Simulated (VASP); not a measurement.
# HoTl3: vacancies and antisites compared, part 2 of 2

Which native defect is cheapest in HoTl3, and how does that change with the growth condition? The start is a cell from a database of measured crystal structures.

VASP 6.6.1, plane waves and PAW; the level of theory is named at each step.

Still holding for the runs below: The data set Ho_3 holds the 4f electrons frozen in the core, so no f bands or f moments appear.

So far, formation energy of the neutral defect (eV): step 7 (energies of this defect, 31 atoms, defect vacancy, element …) 2.01.

### 8. The defect cell, 31 atoms, defect Tl vacancy

This step: PBEsol, 4f electrons in the core; plane waves and PAW (Tl, Ho_3) (VASP 6.6.1).

System of this step: Ho8Tl23. The cell holds 31 atoms: 23 Tl and 8 Ho. Its edges and angles: a = 9.332 Å, b = 9.332 Å, c = 9.332 Å, α = 90.0°, β = 90.0°, γ = 90.0°. It derives from HoTl3. Nearest the centre at fractional (0.250, 0.250, 0.000): Tl8 at 3.30 Å, Tl11 at 3.30 Å, Tl10 at 3.30 Å, Tl9 at 3.30 Å, Tl16 at 3.30 Å, Ho24 at 3.30 Å, Tl20 at 3.30 Å, Tl17 at 3.30 Å.

INCAR

```
SYSTEM = Ho8Tl23
PREC = Normal
ENCUT = 300
EDIFF = 1E-05
NELM = 120
ISMEAR = 1
SIGMA = 0.2
LREAL = Auto
ALGO = Fast
GGA = PS
LORBIT = 11
LWAVE = .FALSE.
LCHARG = .TRUE.
KPAR = 4
NCORE = 2
IBRION = 2
NSW = 50
ISIF = 2
EDIFFG = -0.03
POTIM = 0.4
MAXMIX = 40
ISYM = 2
```

POSCAR

```
Ho8Tl23
1.0
    9.3320000000      0.0000000000      0.0000000000
    0.0000000000      9.3320000000      0.0000000000
    0.0000000000      0.0000000000      9.3320000000
Tl Ho
23 8
Direct
    0.2500000000      0.2500000000      0.5000000000
    0.2500000000      0.7500000000      0.0000000000
    0.2500000000      0.7500000000      0.5000000000
    0.7500000000      0.2500000000      0.0000000000
    0.7500000000      0.2500000000      0.5000000000
    0.7500000000      0.7500000000      0.0000000000
    0.7500000000      0.7500000000      0.5000000000
    0.2500000000      0.0000000000      0.2500000000
    0.2500000000      0.0000000000      0.7500000000
    0.2500000000      0.5000000000      0.2500000000
    0.2500000000      0.5000000000      0.7500000000
    0.7500000000      0.0000000000      0.2500000000
    0.7500000000      0.0000000000      0.7500000000
    0.7500000000      0.5000000000      0.2500000000
    0.7500000000      0.5000000000      0.7500000000
    0.0000000000      0.2500000000      0.2500000000
    0.0000000000      0.2500000000      0.7500000000
    0.0000000000      0.7500000000      0.2500000000
    0.0000000000      0.7500000000      0.7500000000
    0.5000000000      0.2500000000      0.2500000000
    0.5000000000      0.2500000000      0.7500000000
    0.5000000000      0.7500000000      0.2500000000
    0.5000000000      0.7500000000      0.7500000000
    0.0000000000      0.0000000000      0.0000000000
    0.0000000000      0.0000000000      0.5000000000
    0.0000000000      0.5000000000      0.0000000000
    0.0000000000      0.5000000000      0.5000000000
    0.5000000000      0.0000000000      0.0000000000
    0.5000000000      0.0000000000      0.5000000000
    0.5000000000      0.5000000000      0.0000000000
    0.5000000000      0.5000000000      0.5000000000
```

KPOINTS

```
Automatic mesh
0
Monkhorst-Pack
3 3 3
0 0 0
```

Potentials, in the order of the species: Tl and Ho_3 (PBE family, release 64).

Launch:

```console
$ mpirun -np 8 vasp_std
```

The job ended after 2.5 min (8 MPI ranks of AMD EPYC 9R45, shared host; peak memory 2 GiB; 20 min of CPU time).

The run keeps the 16 symmetry operations of its start, so it cannot find a distortion of lower symmetry.

Relaxation path:

| step | energy less that of the first step (eV) | largest force (eV/Å) |
| --- | --- | --- |
| 1 | 0.0000 | 0.3666 |
| 2 | -0.0402 | 0.3188 |
| 3 | -0.1291 | 0.1839 |
| 4 | -0.1624 | 0.1778 |
| 5 | -0.1730 | 0.1346 |
| 6 | -0.1857 | 0.1119 |
| 7 | -0.2038 | 0.0671 |
| 8 | -0.2094 | 0.0340 |
| 9 | -0.2112 | 0.0156 |

The atoms that moved most (Å):

| atom | dx | dy | dz | length |
| --- | --- | --- | --- | --- |
| Tl11 | 0.000 | -0.088 | 0.107 | 0.138 |
| Tl21 | -0.088 | 0.000 | 0.107 | 0.138 |
| Tl17 | 0.088 | 0.000 | 0.107 | 0.138 |
| Tl9 | 0.000 | 0.088 | 0.107 | 0.138 |
| Tl16 | 0.088 | 0.000 | -0.107 | 0.138 |
| Tl20 | -0.088 | 0.000 | -0.107 | 0.138 |
| Tl8 | 0.000 | 0.088 | -0.107 | 0.138 |
| Tl10 | 0.000 | -0.088 | -0.107 | 0.138 |

The relaxed structure:

```xyz
31
Lattice="9.3320 0.0000 0.0000 0.0000 9.3320 0.0000 0.0000 0.0000 9.3320" Properties=species:S:1:pos:R:3 pbc="T T T"
Tl    2.3330    2.3330    4.6660
Tl    2.3330    6.9990    0.0000
Tl    2.3330    6.9990    4.6660
Tl    6.9990    2.3330    0.0000
Tl    6.9990    2.3330    4.6660
Tl    6.9990    6.9990    0.0000
Tl    6.9990    6.9990    4.6660
Tl    2.3330    0.0876    2.2260
Tl    2.3330    0.0876    7.1060
Tl    2.3330    4.5784    2.2260
Tl    2.3330    4.5784    7.1060
Tl    6.9990    0.0308    2.3556
Tl    6.9990    0.0308    6.9764
Tl    6.9990    4.6352    2.3556
Tl    6.9990    4.6352    6.9764
Tl    0.0876    2.3330    2.2260
Tl    0.0876    2.3330    7.1060
Tl    0.0308    6.9990    2.3556
Tl    0.0308    6.9990    6.9764
Tl    4.5784    2.3330    2.2260
Tl    4.5784    2.3330    7.1060
Tl    4.6352    6.9990    2.3556
Tl    4.6352    6.9990    6.9764
Ho   -0.0443   -0.0443    0.0000
Ho    0.0330    0.0330    4.6660
Ho   -0.0443    4.7103    0.0000
Ho    0.0330    4.6330    4.6660
Ho    4.7103   -0.0443    0.0000
Ho    4.6330    0.0330    4.6660
Ho    4.7103    4.7103    0.0000
Ho    4.6330    4.6330    4.6660
```

This step gave:

```
electronic cycles       : 129
electrons               : 141
free energy (TOTEN)     : -108.2095 eV
energy at zero smearing : -108.2125 eV
Fermi energy            : 4.784 eV
```

Valence density in the ab plane at fractional z = 0.000, through the centre, with atoms of Tl and Ho within 0.45 Å of it. It is the smooth field of the valence electrons, not physical close to the nuclei.

Ten even steps from '0' (0.0 e/Å³) to '9' (2.8 e/Å³), each cell a mean:
```
96300000001489731000000258
53100000000245420000000125
11000000000011100000000001
00000000000000000000000000
00000000000000000000000000
00000000000000000000000000
00000000000000000000000000
00000000000000000000000000
00000000000000000000000000
32100000000123210000000013
75200000001367630000000147
97300000001589841000000269
86200000001478730000000158
43100000000134310000000024
10000000000011000000000001
00000000000000000000000000
00000000000000000000000000
00000000000000000000000000
00000000000000000000000000
00000000000000000000000000
00000000000000000000000000
21000000000122100000000012
64100000000356520000000136
97300000001589841000000269
```
Columns run along a (9.3 Å), rows up along b (9.3 Å). Atoms in or near the plane, at fractional coordinates: Tl at (0.25, 0.75), Tl at (0.75, 0.25), Tl at (0.75, 0.75), Ho at (0.00, 0.00), Ho at (0.00, 0.50), Ho at (0.50, 0.00), Ho at (0.50, 0.50).

The run ended after 9 ionic steps, 0.211 eV below its first step, once the forces on the free atoms met EDIFFG = -0.03.

The 12 first neighbours (Ho and Tl) lie 3.30 Å from the site in the perfect crystal and 3.23 Å on average after the relaxation (-2.1 %, spread from 3.16 to 3.36 Å).

### 9. This defect's formation energies, 31 atoms, defect vacancy, element Tl

This step: point defect, PBEsol; plane waves and PAW (VASP 6.6.1).

No new run; the numbers come from the runs before.

This step gave:

```yaml
formation_energy_of_the_neutral_defect: 0.9994 eV
```

Formation energy:

| formation energy (eV) | largest move (Å) |
| --- | --- |
| 0.9994 | 0.1383 |

E_f is E(defect cell) less E(perfect cell), corrected for the atoms exchanged with their references.

References, in eV an atom: Ho -4.942 (crystal P6_3/mmc) and Tl -2.639 (crystal P6_3/mmc). They were run at the supercell's cutoff and functional, without U, and count both elements from their own phases.

The formation energy is 0.999 eV, and the largest move of an atom 0.14 Å.

### 10. Relaxing the defect, 32 atoms, defect Ho on the Tl site

This step: PBEsol, 4f electrons in the core; plane waves and PAW (Ho_3, Tl) (VASP 6.6.1).

System of this step: Ho9Tl23. The cell holds 32 atoms: 9 Ho and 23 Tl. Cell: a = 9.332 Å, b = 9.332 Å, c = 9.332 Å, α = 90.0°, β = 90.0°, γ = 90.0°. It derives from HoTl3. Nearest the centre at fractional (0.250, 0.250, 0.000): Ho1 at 0.00 Å, Ho2 at 3.30 Å, Ho4 at 3.30 Å, Ho6 at 3.30 Å, Ho8 at 3.30 Å, Tl19 at 3.30 Å, Tl18 at 3.30 Å, Tl17 at 3.30 Å.

INCAR: that of step 8 with these lines changed.

```diff
@@ -1,2 +1,2 @@
-SYSTEM = Ho8Tl23
+SYSTEM = Ho9Tl23
 PREC = Normal
```

POSCAR: that of step 8 with these lines changed.

```diff
@@ -1,2 +1,2 @@
-Ho8Tl23
+Ho9Tl23
 1.0
@@ -5,5 +5,14 @@
     0.0000000000      0.0000000000      9.3320000000
-Tl Ho
-23 8
+Ho Tl
+9 23
 Direct
+    0.2500000000      0.2500000000      0.0000000000
+    0.0000000000      0.0000000000      0.0000000000
+    0.0000000000      0.0000000000      0.5000000000
+    0.0000000000      0.5000000000      0.0000000000
+    0.0000000000      0.5000000000      0.5000000000
+    0.5000000000      0.0000000000      0.0000000000
+    0.5000000000      0.0000000000      0.5000000000
+    0.5000000000      0.5000000000      0.0000000000
+    0.5000000000      0.5000000000      0.5000000000
     0.2500000000      0.2500000000      0.5000000000
@@ -31,9 +40 @@
     0.5000000000      0.7500000000      0.7500000000
-    0.0000000000      0.0000000000      0.0000000000
-    0.0000000000      0.0000000000      0.5000000000
-    0.0000000000      0.5000000000      0.0000000000
-    0.0000000000      0.5000000000      0.5000000000
-    0.5000000000      0.0000000000      0.0000000000
-    0.5000000000      0.0000000000      0.5000000000
-    0.5000000000      0.5000000000      0.0000000000
-    0.5000000000      0.5000000000      0.5000000000
```

KPOINTS is that of step 8.

PAW data sets: Ho_3 and Tl (PBE family, release 64).

Launch:

```console
$ mpirun -np 8 vasp_std
```

It took 3.8 min on 8 MPI ranks; peak memory 2 GiB; 30 min of CPU time.

The steps of the relaxation:

| step | energy less that of the first step (eV) | largest force (eV/Å) |
| --- | --- | --- |
| 1 | 0.0000 | 0.5319 |
| 2 | -0.0539 | 0.4555 |
| 3 | -0.1641 | 0.1904 |
| 4 | -0.1347 | 0.4062 |
| 5 | -0.1938 | 0.1264 |
| 6 | -0.2078 | 0.0830 |
| 7 | -0.2177 | 0.0684 |
| 8 | -0.2184 | 0.0771 |
| 9 | -0.2209 | 0.0456 |
| 10 | -0.2222 | 0.0197 |

The atoms that moved most (Å):

| atom | dx | dy | dz | length |
| --- | --- | --- | --- | --- |
| Ho2 | -0.101 | -0.101 | 0.000 | 0.143 |
| Ho4 | -0.101 | 0.101 | 0.000 | 0.143 |
| Ho8 | 0.101 | 0.101 | 0.000 | 0.143 |
| Ho6 | 0.101 | -0.101 | 0.000 | 0.143 |
| Tl30 | -0.031 | 0.000 | 0.060 | 0.068 |
| Tl20 | 0.000 | -0.031 | 0.060 | 0.068 |
| Tl18 | 0.000 | 0.031 | 0.060 | 0.068 |
| Tl26 | 0.031 | 0.000 | 0.060 | 0.068 |

The relaxed structure:

```xyz
32
Lattice="9.3320 0.0000 0.0000 0.0000 9.3320 0.0000 0.0000 0.0000 9.3320" Properties=species:S:1:pos:R:3 pbc="T T T"
Ho    2.3330    2.3330    0.0000
Ho   -0.1008   -0.1008    0.0000
Ho    0.0129    0.0129    4.6660
Ho   -0.1008    4.7668    0.0000
Ho    0.0129    4.6531    4.6660
Ho    4.7668   -0.1008    0.0000
Ho    4.6531    0.0129    4.6660
Ho    4.7668    4.7668    0.0000
Ho    4.6531    4.6531    4.6660
Tl    2.3330    2.3330    4.6660
Tl    2.3330    6.9990    0.0000
Tl    2.3330    6.9990    4.6660
Tl    6.9990    2.3330    0.0000
Tl    6.9990    2.3330    4.6660
Tl    6.9990    6.9990    0.0000
Tl    6.9990    6.9990    4.6660
Tl    2.3330    0.0305    2.2725
Tl    2.3330    0.0305    7.0595
Tl    2.3330    4.6355    2.2725
Tl    2.3330    4.6355    7.0595
Tl    6.9990    0.0281    2.3706
Tl    6.9990    0.0281    6.9614
Tl    6.9990    4.6379    2.3706
Tl    6.9990    4.6379    6.9614
Tl    0.0305    2.3330    2.2725
Tl    0.0305    2.3330    7.0595
Tl    0.0281    6.9990    2.3706
Tl    0.0281    6.9990    6.9614
Tl    4.6355    2.3330    2.2725
Tl    4.6355    2.3330    7.0595
Tl    4.6379    6.9990    2.3706
Tl    4.6379    6.9990    6.9614
```

The run ended after 10 ionic steps, 0.222 eV below its first step, once the forces on the free atoms met EDIFFG = -0.03.

The 12 first neighbours (Ho and Tl) lie 3.30 Å from the site in the perfect crystal and 3.30 Å on average from the atom on it after the relaxation (+0.1 %, spread from 3.24 to 3.44 Å).

### 11. This defect's formation energies, 32 atoms, defect substitution, element Tl

This step: point defect, PBEsol; plane waves and PAW (VASP 6.6.1).

This step runs nothing: it gathers the runs above.

The formation energy is the energy of the relaxed defect cell less that of the perfect cell, with each removed atom booked to its reference and each added atom taken from it.

References, in eV an atom: Ho -4.942 (crystal P6_3/mmc) and Tl -2.639 (crystal P6_3/mmc). They were run at the supercell's cutoff and functional, without U, and count both elements from their own phases.

The formation energy is 0.095 eV, and the largest move of an atom 0.14 Å.

### 12. Relaxing the defect, 32 atoms, defect Tl on the Ho site

This step: PBEsol, 4f electrons in the core; plane waves and PAW (Tl, Ho_3) (VASP 6.6.1).

System of this step: Ho7Tl25. The cell holds 32 atoms: 25 Tl and 7 Ho. Its edges and angles: a = 9.332 Å, b = 9.332 Å, c = 9.332 Å, α = 90.0°, β = 90.0°, γ = 90.0°. It derives from HoTl3. Nearest the centre at fractional (0.000, 0.000, 0.000): Tl25 at 0.00 Å, Tl1 at 3.30 Å, Tl7 at 3.30 Å, Tl3 at 3.30 Å, Tl13 at 3.30 Å, Tl14 at 3.30 Å, Tl10 at 3.30 Å, Tl5 at 3.30 Å.

INCAR: that of step 10 with these lines changed.

```diff
@@ -1,2 +1,2 @@
-SYSTEM = Ho9Tl23
+SYSTEM = Ho7Tl25
 PREC = Normal
```

POSCAR: that of step 10 with these lines changed.

```diff
@@ -1,2 +1,2 @@
-Ho9Tl23
+Ho7Tl25
 1.0
@@ -5,14 +5,6 @@
     0.0000000000      0.0000000000      9.3320000000
-Ho Tl
-9 23
+Tl Ho
+25 7
 Direct
     0.2500000000      0.2500000000      0.0000000000
-    0.0000000000      0.0000000000      0.0000000000
-    0.0000000000      0.0000000000      0.5000000000
-    0.0000000000      0.5000000000      0.0000000000
-    0.0000000000      0.5000000000      0.5000000000
-    0.5000000000      0.0000000000      0.0000000000
-    0.5000000000      0.0000000000      0.5000000000
-    0.5000000000      0.5000000000      0.0000000000
-    0.5000000000      0.5000000000      0.5000000000
     0.2500000000      0.2500000000      0.5000000000
@@ -40 +32,9 @@
     0.5000000000      0.7500000000      0.7500000000
+    0.0000000000      0.0000000000      0.0000000000
+    0.0000000000      0.0000000000      0.5000000000
+    0.0000000000      0.5000000000      0.0000000000
+    0.0000000000      0.5000000000      0.5000000000
+    0.5000000000      0.0000000000      0.0000000000
+    0.5000000000      0.0000000000      0.5000000000
+    0.5000000000      0.5000000000      0.0000000000
+    0.5000000000      0.5000000000      0.5000000000
```

KPOINTS is that of step 10.

Potentials, in the order of the species: Tl and Ho_3 (PBE family, release 64).

Launch:

```console
$ mpirun -np 8 vasp_std
```

It took 29 s on 8 MPI ranks; peak memory 1.8 GiB; 3.7 min of CPU time.

Step by step:

| step | energy less that of the first step (eV) | largest force (eV/Å) |
| --- | --- | --- |
| 1 | 0.0000 | 0.0813 |
| 2 | -0.0028 | 0.0637 |
| 3 | -0.0071 | 0.0129 |

The atoms that moved most (Å):

| atom | dx | dy | dz | length |
| --- | --- | --- | --- | --- |
| Tl1 | 0.009 | 0.009 | 0.000 | 0.013 |
| Tl9 | 0.009 | 0.000 | 0.009 | 0.013 |
| Tl17 | 0.000 | 0.009 | 0.009 | 0.013 |
| Tl5 | -0.009 | 0.009 | 0.000 | 0.013 |
| Tl10 | 0.009 | 0.000 | -0.009 | 0.013 |
| Tl13 | -0.009 | 0.000 | 0.009 | 0.013 |
| Tl18 | 0.000 | 0.009 | -0.009 | 0.013 |
| Tl3 | 0.009 | -0.009 | 0.000 | 0.013 |

The relaxed structure:

```cif
data_structure
_symmetry_space_group_name_H-M 'P 1'
_symmetry_Int_Tables_number 1
_cell_length_a 9.3320
_cell_length_b 9.3320
_cell_length_c 9.3320
_cell_angle_alpha 90.000
_cell_angle_beta 90.000
_cell_angle_gamma 90.000
_cell_volume 812.69
loop_
_atom_site_label
_atom_site_type_symbol
_atom_site_fract_x
_atom_site_fract_y
_atom_site_fract_z
_atom_site_occupancy
Tl1 Tl 0.25095 0.25095 0.00000 1
Tl2 Tl 0.24996 0.24996 0.50000 1
Tl3 Tl 0.25095 0.74905 0.00000 1
Tl4 Tl 0.24996 0.75004 0.50000 1
Tl5 Tl 0.74905 0.25095 0.00000 1
Tl6 Tl 0.75004 0.24996 0.50000 1
Tl7 Tl 0.74905 0.74905 0.00000 1
Tl8 Tl 0.75004 0.75004 0.50000 1
Tl9 Tl 0.25095 0.00000 0.25095 1
Tl10 Tl 0.25095 0.00000 0.74905 1
Tl11 Tl 0.24996 0.50000 0.24996 1
Tl12 Tl 0.24996 0.50000 0.75004 1
Tl13 Tl 0.74905 0.00000 0.25095 1
Tl14 Tl 0.74905 0.00000 0.74905 1
Tl15 Tl 0.75004 0.50000 0.24996 1
Tl16 Tl 0.75004 0.50000 0.75004 1
Tl17 Tl 0.00000 0.25095 0.25095 1
Tl18 Tl 0.00000 0.25095 0.74905 1
Tl19 Tl 0.00000 0.74905 0.25095 1
Tl20 Tl 0.00000 0.74905 0.74905 1
Tl21 Tl 0.50000 0.24996 0.24996 1
Tl22 Tl 0.50000 0.24996 0.75004 1
Tl23 Tl 0.50000 0.75004 0.24996 1
Tl24 Tl 0.50000 0.75004 0.75004 1
Tl25 Tl 0.00000 0.00000 0.00000 1
Ho26 Ho 0.00000 0.00000 0.50000 1
Ho27 Ho 0.00000 0.50000 0.00000 1
Ho28 Ho 0.00000 0.50000 0.50000 1
Ho29 Ho 0.50000 0.00000 0.00000 1
Ho30 Ho 0.50000 0.00000 0.50000 1
Ho31 Ho 0.50000 0.50000 0.00000 1
Ho32 Ho 0.50000 0.50000 0.50000 1
```

The run ended after 3 ionic steps, 0.007 eV below its first step, once the forces on the free atoms met EDIFFG = -0.03.

The 12 first neighbours (Tl) lie 3.30 Å from the site in the perfect crystal and 3.31 Å on average from the atom on it after the relaxation (+0.4 %).

### 13. This defect's formation energies, 32 atoms, defect substitution, element Ho

This step: point defect, PBEsol; plane waves and PAW (VASP 6.6.1).

This step runs nothing: it gathers the runs above.

The formation energy is the energy of the relaxed defect cell less that of the perfect cell, with each removed atom booked to its reference and each added atom taken from it.

References, in eV an atom: Ho -4.942 (crystal P6_3/mmc) and Tl -2.639 (crystal P6_3/mmc). They were run at the supercell's cutoff and functional, without U, and count both elements from their own phases.

The formation energy is 1.977 eV, and the largest move of an atom 0.01 Å.

### 14. All defects in both limits

This step: native point defects, PBEsol; plane waves and PAW (VASP 6.6.1).

No new run; the numbers come from the runs before.

Neutral cells; the limits come from the host's formation enthalpy alone. Formation energies:

| defect | charge | formation energy, Tl-rich (eV) | formation energy, Ho-rich (eV) |
| --- | --- | --- | --- |
| Ho vacancy | 0 | 0.883 | 2.007 |
| Tl vacancy | 0 | 0.999 | 0.625 |
| Ho on the Tl site | 0 | 1.219 | -0.279 |
| Tl on the Ho site | 0 | 0.854 | 2.352 |

### 15. Results

```json
{"host formation enthalpy": "-0.281 eV/atom"}
```

**Reading.** In the Tl-rich limit the cheapest defect is the Tl on the Ho site, at 0.85 eV, with the Ho vacancy only 0.03 eV above it. In the Ho-rich limit the cheapest defect is the Ho on the Tl site, at -0.28 eV. A negative value means that the stoichiometric crystal is not stable at this limit, which then lies outside its range. The supercell of 32 atoms is small. Potential shifts are not applied, only the charges listed were run, and a negative energy means that the Fermi level can't reach that place or the limit lies outside the host's range, or that the host's structure gives way. Each defect was run on one site, no other kinds were tried, and all belong to one structure, the phase of space group Pm-3m. The limits are set by the pure elements; where other compounds of the two lie between, the true range is narrower and the order of defects can differ.

[Lines on the potential files, build, host, timing and source positions are cut from VASP's logs without a mark.]

[Logs are printed without paths, hosts, clocks, repeated set-up lines and the standing remarks that a program may print on its own settings, such as how far it seeks lower states.]

[Hosts, paths, dates, database ids (printed as entryN), source tags and the programs' standing remarks are cut or masked in the printed files.]

[In band tables of VASP the shares of atoms and orbitals are scaled to a sum of 1 inside the atoms' spheres.]

[Runs that stopped without an error message from VASP are left out.]
